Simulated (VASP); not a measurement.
# Zr2Ni: structure and properties in VASP, part 11 of 17

Aim: relax Zr2Ni, then compute properties on the relaxed cell. The start is a cell from a database of measured crystal structures.

VASP 6.6.1, plane waves and PAW; the level of theory is named at each step.

Still holding for the runs below: This run allows spin, but its moments start at zero, where symmetry between the spins tends to hold them, which is where the search above led.

So far. Step 11 (Bands along the symmetry lines (r2SCAN + rVV10)): Of the bands kept, 3 cross the Fermi level on this path.

## Step 12: Total and projected DOS (r2SCAN + rVV10)

Level of this step: r2SCAN with rVV10, zero-moment start; plane waves and PAW (Zr_sv, Ni) (VASP).

Here the states are counted by energy and projected on the atoms. The mesh is finer than in the run before.

The input, INCAR:

```
SYSTEM = Zr2Ni
PREC = Accurate
ENCUT = 400
EDIFF = 1E-06
NELM = 100
ISMEAR = -5
SIGMA = 0.2
LREAL = .FALSE.
ALGO = Normal
METAGGA = R2SCAN
LUSE_VDW = .TRUE.
IVDW_NL = 2
BPARAM = 11.95
CPARAM = 0.0093
LASPH = .TRUE.
NBANDS = 55
ISPIN = 2
MAGMOM = -0 -0 -0 -0 0 0
LMAXMIX = 4
LORBIT = 11
LWAVE = .FALSE.
LCHARG = .FALSE.
KPAR = 8
NEDOS = 2001
```

The input, POSCAR:

```
Zr2Ni
1.0
   -3.2248219807      3.2248219807      2.6123026764
    3.2248219807     -3.2248219807      2.6123026764
    3.2248219807      3.2248219807     -2.6123026764
Zr Ni
4 2
Direct
    0.6641183882      0.1641183882      0.8282367764
    0.1641183882      0.3358816118      0.5000000000
    0.3358816118      0.8358816118      0.1717632236
    0.8358816118      0.6641183882      0.5000000000
    0.2500000000      0.2500000000      0.0000000000
    0.7500000000      0.7500000000      0.0000000000
```

The input, KPOINTS:

```
Automatic mesh
0
Gamma
10 10 10
0 0 0
```

Potentials, in the order of the species: Zr_sv and Ni (PBE family, release 64).

On the command line:

```
> mpirun -np 8 vasp_std
```

Output:

```text
[... set-up lines as in an earlier step ...]
 entering main loop
       N       E                     dE             d eps       ncg     rms          rms(c)
Total rVV10 correction in eV:      1.4521748    70.4878365
Total rVV10 correction in eV:      1.4521748    70.4878365
Total rVV10 correction in eV:      1.4521748    70.4878365
Total rVV10 correction in eV:      1.4521748    70.4878365
Total rVV10 correction in eV:      1.4521748    70.4878365
Total rVV10 correction in eV:      1.4521748    70.4878365
Total rVV10 correction in eV:      1.4521748    70.4878365
Total rVV10 correction in eV:      1.4521748    70.4878365
DAV:   1     0.635127002828E+03    0.63513E+03   -0.27075E+04 22440   0.118E+03
DAV:   2    -0.651865109897E+02   -0.70031E+03   -0.66585E+03 22981   0.382E+02
DAV:   3    -0.140661723561E+03   -0.75475E+02   -0.70926E+02 32491   0.115E+02
DAV:   4    -0.148153320307E+03   -0.74916E+01   -0.72288E+01 35352   0.308E+01
DAV:   5    -0.148481124692E+03   -0.32780E+00   -0.32707E+00 29788   0.669E+00    0.387E+01
Total rVV10 correction in eV:      1.3343050    70.4878382
Total rVV10 correction in eV:      1.3343050    70.4878382
Total rVV10 correction in eV:      1.3343050    70.4878382
Total rVV10 correction in eV:      1.3343050    70.4878382
Total rVV10 correction in eV:      1.3343050    70.4878382
Total rVV10 correction in eV:      1.3343050    70.4878382
Total rVV10 correction in eV:      1.3343050    70.4878382
Total rVV10 correction in eV:      1.3343050    70.4878382
DAV:   6    -0.137250795361E+03    0.11230E+02   -0.13240E+02 27192   0.126E+02    0.449E+01
Total rVV10 correction in eV:      1.3574092    70.4878389
Total rVV10 correction in eV:      1.3574092    70.4878389
Total rVV10 correction in eV:      1.3574092    70.4878389
Total rVV10 correction in eV:      1.3574092    70.4878389
Total rVV10 correction in eV:      1.3574092    70.4878389
Total rVV10 correction in eV:      1.3574092    70.4878389
Total rVV10 correction in eV:      1.3574092    70.4878389
Total rVV10 correction in eV:      1.3574092    70.4878389
DAV:   7    -0.116389637427E+03    0.20861E+02   -0.41028E+01 30863   0.441E+01    0.105E+01
Total rVV10 correction in eV:      1.3549813    70.4878386
Total rVV10 correction in eV:      1.3549813    70.4878386
Total rVV10 correction in eV:      1.3549813    70.4878386
Total rVV10 correction in eV:      1.3549813    70.4878386
Total rVV10 correction in eV:      1.3549813    70.4878386
Total rVV10 correction in eV:      1.3549813    70.4878386
Total rVV10 correction in eV:      1.3549813    70.4878386
Total rVV10 correction in eV:      1.3549813    70.4878386
DAV:   8    -0.116065103310E+03    0.32453E+00   -0.74350E+00 30369   0.277E+01    0.115E+01
Total rVV10 correction in eV:      1.3355265    70.4878382
Total rVV10 correction in eV:      1.3355265    70.4878382
Total rVV10 correction in eV:      1.3355265    70.4878382
Total rVV10 correction in eV:      1.3355265    70.4878382
Total rVV10 correction in eV:      1.3355265    70.4878382
Total rVV10 correction in eV:      1.3355265    70.4878382
Total rVV10 correction in eV:      1.3355265    70.4878382
Total rVV10 correction in eV:      1.3355265    70.4878382
DAV:   9    -0.115512773885E+03    0.55233E+00   -0.42086E+00 30708   0.196E+01    0.388E+00
Total rVV10 correction in eV:      1.3340776    70.4878385
Total rVV10 correction in eV:      1.3340776    70.4878385
Total rVV10 correction in eV:      1.3340776    70.4878385
Total rVV10 correction in eV:      1.3340776    70.4878385
Total rVV10 correction in eV:      1.3340776    70.4878385
Total rVV10 correction in eV:      1.3340776    70.4878385
Total rVV10 correction in eV:      1.3340776    70.4878385
Total rVV10 correction in eV:      1.3340776    70.4878385
DAV:  10    -0.115464324130E+03    0.48450E-01   -0.26978E-01 32357   0.295E+00    0.258E+00
Total rVV10 correction in eV:      1.3334778    70.4878384
Total rVV10 correction in eV:      1.3334778    70.4878384
Total rVV10 correction in eV:      1.3334778    70.4878384
Total rVV10 correction in eV:      1.3334778    70.4878384
Total rVV10 correction in eV:      1.3334778    70.4878384
Total rVV10 correction in eV:      1.3334778    70.4878384
Total rVV10 correction in eV:      1.3334778    70.4878384
Total rVV10 correction in eV:      1.3334778    70.4878384
DAV:  11    -0.115444456023E+03    0.19868E-01   -0.10204E-01 32893   0.292E+00    0.377E-01
Total rVV10 correction in eV:      1.3343252    70.4878384
Total rVV10 correction in eV:      1.3343252    70.4878384
Total rVV10 correction in eV:      1.3343252    70.4878384
Total rVV10 correction in eV:      1.3343252    70.4878384
Total rVV10 correction in eV:      1.3343252    70.4878384
Total rVV10 correction in eV:      1.3343252    70.4878384
Total rVV10 correction in eV:      1.3343252    70.4878384
Total rVV10 correction in eV:      1.3343252    70.4878384
DAV:  12    -0.115447224743E+03   -0.27687E-02   -0.15871E-02 27287   0.565E-01    0.214E-01
Total rVV10 correction in eV:      1.3346441    70.4878384
Total rVV10 correction in eV:      1.3346441    70.4878384
Total rVV10 correction in eV:      1.3346441    70.4878384
Total rVV10 correction in eV:      1.3346441    70.4878384
Total rVV10 correction in eV:      1.3346441    70.4878384
Total rVV10 correction in eV:      1.3346441    70.4878384
Total rVV10 correction in eV:      1.3346441    70.4878384
Total rVV10 correction in eV:      1.3346441    70.4878384
DAV:  13    -0.115447257165E+03   -0.32422E-04   -0.48919E-04 33289   0.956E-02    0.119E-01
Total rVV10 correction in eV:      1.3349544    70.4878384
Total rVV10 correction in eV:      1.3349544    70.4878384
Total rVV10 correction in eV:      1.3349544    70.4878384
Total rVV10 correction in eV:      1.3349544    70.4878384
Total rVV10 correction in eV:      1.3349544    70.4878384
Total rVV10 correction in eV:      1.3349544    70.4878384
Total rVV10 correction in eV:      1.3349544    70.4878384
Total rVV10 correction in eV:      1.3349544    70.4878384
DAV:  14    -0.115447245409E+03    0.11756E-04   -0.10781E-04 30273   0.692E-02    0.683E-02
Total rVV10 correction in eV:      1.3349164    70.4878384
Total rVV10 correction in eV:      1.3349164    70.4878384
Total rVV10 correction in eV:      1.3349164    70.4878384
Total rVV10 correction in eV:      1.3349164    70.4878384
Total rVV10 correction in eV:      1.3349164    70.4878384
Total rVV10 correction in eV:      1.3349164    70.4878384
Total rVV10 correction in eV:      1.3349164    70.4878384
Total rVV10 correction in eV:      1.3349164    70.4878384
DAV:  15    -0.115447222442E+03    0.22968E-04   -0.21597E-05 31858   0.438E-02    0.291E-02
Total rVV10 correction in eV:      1.3349243    70.4878384
Total rVV10 correction in eV:      1.3349243    70.4878384
Total rVV10 correction in eV:      1.3349243    70.4878384
Total rVV10 correction in eV:      1.3349243    70.4878384
Total rVV10 correction in eV:      1.3349243    70.4878384
Total rVV10 correction in eV:      1.3349243    70.4878384
Total rVV10 correction in eV:      1.3349243    70.4878384
Total rVV10 correction in eV:      1.3349243    70.4878384
DAV:  16    -0.115447217347E+03    0.50950E-05   -0.98305E-06 27193   0.281E-02    0.686E-03
Total rVV10 correction in eV:      1.3349442    70.4878384
Total rVV10 correction in eV:      1.3349442    70.4878384
Total rVV10 correction in eV:      1.3349442    70.4878384
Total rVV10 correction in eV:      1.3349442    70.4878384
Total rVV10 correction in eV:      1.3349442    70.4878384
Total rVV10 correction in eV:      1.3349442    70.4878384
Total rVV10 correction in eV:      1.3349442    70.4878384
Total rVV10 correction in eV:      1.3349442    70.4878384
DAV:  17    -0.115447217394E+03   -0.47237E-07   -0.21551E-06 19238   0.700E-03
Total rVV10 correction in eV:      1.3349293    70.4878384
Total rVV10 correction in eV:      1.3349293    70.4878384
Total rVV10 correction in eV:      1.3349293    70.4878384
Total rVV10 correction in eV:      1.3349293    70.4878384
Total rVV10 correction in eV:      1.3349293    70.4878384
Total rVV10 correction in eV:      1.3349293    70.4878384
Total rVV10 correction in eV:      1.3349293    70.4878384
Total rVV10 correction in eV:      1.3349293    70.4878384
Total rVV10 correction in eV:      1.3349441    70.4878384
Total rVV10 correction in eV:      1.3349441    70.4878384
Total rVV10 correction in eV:      1.3349441    70.4878384
Total rVV10 correction in eV:      1.3349441    70.4878384
Total rVV10 correction in eV:      1.3349441    70.4878384
Total rVV10 correction in eV:      1.3349441    70.4878384
Total rVV10 correction in eV:      1.3349441    70.4878384
Total rVV10 correction in eV:      1.3349441    70.4878384
   1 F= -.11544722E+03 E0= -.11544722E+03  d E =0.000000E+00  mag=     0.0000
 -----------------------------------------------------------------------------
|                                                                             |
|           W    W    AA    RRRRR   N    N  II  N    N   GGGG   !!!           |
|           W    W   A  A   R    R  NN   N  II  NN   N  G    G  !!!           |
|           W    W  A    A  R    R  N N  N  II  N N  N  G       !!!           |
|           W WW W  AAAAAA  RRRRR   N  N N  II  N  N N  G  GGG   !            |
|           WW  WW  A    A  R   R   N   NN  II  N   NN  G    G                |
|           W    W  A    A  R    R  N    N  II  N    N   GGGG   !!!           |
|                                                                             |
|     Tetrahedron method does not include variations of the Fermi             |
|     occupations, so forces and stress will be inaccurate. We suggest        |
|     using a different smearing scheme ISMEAR = 1 or 2 for metals in         |
|     relaxations.                                                            |
|                                                                             |
 -----------------------------------------------------------------------------
```

The job ended after 4.5 min (8 MPI ranks of Intel Xeon 6975P-C (Granite Rapids), shared host; peak memory 6.9 GiB).

Parts of OUTCAR (step 12):

```text
   k-points           NKPTS =    102   k-points in BZ     NKDIM =    102   number of bands    NBANDS=     55

   NELECT =      68.0000    total number of electrons

 E-fermi :   9.4776

 spin component 1
 k-point     1 :       0.0000    0.0000    0.0000
  band No.  band energies     occupation
    ...
     29       8.5063      1.00000
     30       8.5063      1.00000
     31       8.5581      1.00000
     32       9.3127      1.00000
     33       9.3128      1.00000
     34       9.5846      0.33014
     35       9.6340      0.00000
     36       9.8754      0.00000
     37       9.8754      0.00000
     38      10.0618      0.00000
    ...

 k-point     2 :       0.1000    0.0000   -0.0000
  band No.  band energies     occupation
    ...
     30       8.5383      1.00000
     31       8.5767      1.00000
     32       8.9986      1.00000
     33       9.1423      1.00000
     34       9.1930      1.07463
     35       9.7601      0.00000
     36      10.0041      0.00000
     37      10.0459      0.00000
     38      10.4410      0.00000
     39      11.3526      0.00000
    ...

  Total       -0.0479791     -0.0479791     -0.0327142      0.0000000     -0.0000000      0.0000000
  in kB       -0.7074050     -0.7074050     -0.4823383      0.0000000     -0.0000000      0.0000000
  external PRESSURE =      -0.6323827 kB  Pullay stress =       0.0000000 kB

 POSITION                                       TOTAL-FORCE (eV/Angst)
 -----------------------------------------------------------------------------------
      1.05851      4.28333      0.00000         0.002802      0.002802      0.000000
      2.16632      1.05851      0.00000        -0.002802      0.002802     -0.000000
      2.16632     -1.05851      2.61230        -0.002802     -0.002802      0.000000
      1.05851      2.16632      2.61230         0.002802     -0.002802     -0.000000
      0.00000      0.00000      1.30615        -0.000000     -0.000000     -0.000000
      0.00000      0.00000      3.91845         0.000000     -0.000000     -0.000000
 -----------------------------------------------------------------------------------
    total drift:                                0.000000     -0.000000     -0.000000

  FREE ENERGIE OF THE ION-ELECTRON SYSTEM (eV)
  ---------------------------------------------------
  free  energy   TOTEN  =      -115.4472173938 eV

  energy  without entropy=     -115.4472173938  energy(sigma->0) =     -115.44721739

 magnetization (x)
# of ion       s       p       d       tot
------------------------------------------
    1       -0.000   0.000   0.000   0.000
    2       -0.000   0.000   0.000   0.000
    3       -0.000   0.000   0.000   0.000
    4       -0.000   0.000   0.000   0.000
    5       -0.000   0.000   0.000   0.000
    6       -0.000   0.000   0.000   0.000
--------------------------------------------------
tot         -0.000   0.000   0.000   0.000

[... 7 parts as in an earlier step ...]

[... 11 further parts left out ...]
```

With tetrahedra the forces and stress of a metal are not exact derivatives of the energy.

Numbers from this step:

```yaml
irreducible_k_points: 102
free_energy_toten: -115.4472 eV
fermi_energy: 9.478 eV
pressure: -0.06324 GPa
dos_at_the_fermi_level_one_point_of_the_energy_grid: 6.228 states/eV/cell
```

The density of states has structure finer than the step of the table below, so its rows give means over 0.5 eV, whole bins alone (the curve runs from -12.0 to 1.88 eV). Peaks (eV: height): total -3.27: 15.9, -2.73: 16.5, -2.59: 14.6, -2.38: 19.3; Ni d -2.73: 11.6, -2.59: 10.5, -2.38: 14.7, -1.63: 9.32; Zr d -3.27: 2.28, -0.53: 4.73, 0.57: 3.28, 1.67: 2.57; Ni p -3.27: 0.312, -2.31: 0.301, -0.60: 0.517, 0.57: 0.724; Zr p -2.73: 0.216, -2.59: 0.196, -0.25: 0.283, 0.50: 0.345.

States under -12.0 eV and over 1.9 eV are left out; both spin channels agree and are summed. Table of density of states by energy, zero at the Fermi level; means over each step; values in states/eV/cell:

| energy (eV) | total | Ni d | Zr d | Ni p | Zr p | Ni s | Zr s |
| --- | --- | --- | --- | --- | --- | --- | --- |
| -7.5 | 0 | 0 | 0 | 0 | 0 | 0 | 0 |
| -7.0 | 0.0336 | 1.9e-4 | 2.7e-4 | 8.8e-5 | 1.2e-4 | 0.00926 | 0.00621 |
| -6.5 | 0.305 | 0.00232 | 0.00357 | 0.00241 | 0.00368 | 0.0845 | 0.0532 |
| -6.0 | 0.545 | 0.00731 | 0.0115 | 0.00791 | 0.0118 | 0.155 | 0.0836 |
| -5.5 | 0.922 | 0.0246 | 0.0346 | 0.0175 | 0.0285 | 0.277 | 0.113 |
| -5.0 | 1.24 | 0.0475 | 0.0751 | 0.0337 | 0.0446 | 0.374 | 0.121 |
| -4.5 | 1.15 | 0.0612 | 0.108 | 0.0429 | 0.0415 | 0.322 | 0.0898 |
| -4.0 | 2.35 | 0.361 | 0.385 | 0.0872 | 0.0511 | 0.392 | 0.164 |
| -3.5 | 7.45 | 2.97 | 1.15 | 0.180 | 0.0909 | 0.300 | 0.439 |
| -3.0 | 10.0 | 6.07 | 1.22 | 0.136 | 0.109 | 0.0969 | 0.264 |
| -2.5 | 14.6 | 10.6 | 1.26 | 0.167 | 0.178 | 0.120 | 0.0878 |
| -2.0 | 9.11 | 6.32 | 0.814 | 0.208 | 0.120 | 0.107 | 0.108 |
| -1.5 | 7.04 | 3.98 | 1.11 | 0.196 | 0.110 | 0.0580 | 0.127 |
| -1.0 | 5.16 | 0.991 | 1.88 | 0.258 | 0.125 | 0.0348 | 0.0775 |
| -0.5 | 8.94 | 1.51 | 3.63 | 0.430 | 0.208 | 0.0431 | 0.0776 |
| 0.0 | 5.47 | 0.758 | 2.15 | 0.307 | 0.205 | 0.0442 | 0.0532 |
| 0.5 | 6.94 | 0.867 | 2.83 | 0.548 | 0.273 | 0.0437 | 0.0433 |
| 1.0 | 6.56 | 1.13 | 2.84 | 0.354 | 0.210 | 0.0452 | 0.0318 |
| 1.5 | 4.54 | 0.701 | 2.26 | 0.132 | 0.129 | 0.0266 | 0.0177 |

The finer mesh and the other smearing move the Fermi level by -0.01 eV from the 7×7×7 run, a small shift, which tests the Fermi level alone. Of the states within 0.3 eV of the Fermi level, the largest shares in the PAW spheres are Zr d 40 %, Ni d 14 % and Ni p 6 %. The rest lies in smaller channels or between the spheres.

(Part 11 of 17 ends here.)

[Lines on the potential files, build, host, timing and source positions are cut from VASP's logs without a mark.]

[Logs are printed without paths, hosts, clocks, repeated set-up lines and the standing remarks that a program may print on its own settings, such as how far it seeks lower states.]

[Hosts, paths, dates, database ids (printed as entryN), source tags and the programs' standing remarks are cut or masked in the printed files.]

[A measured line is paired with the nearest computed mode of its activity, which favours agreement.]

[In band tables of VASP the shares of atoms and orbitals are scaled to a sum of 1 inside the atoms' spheres.]
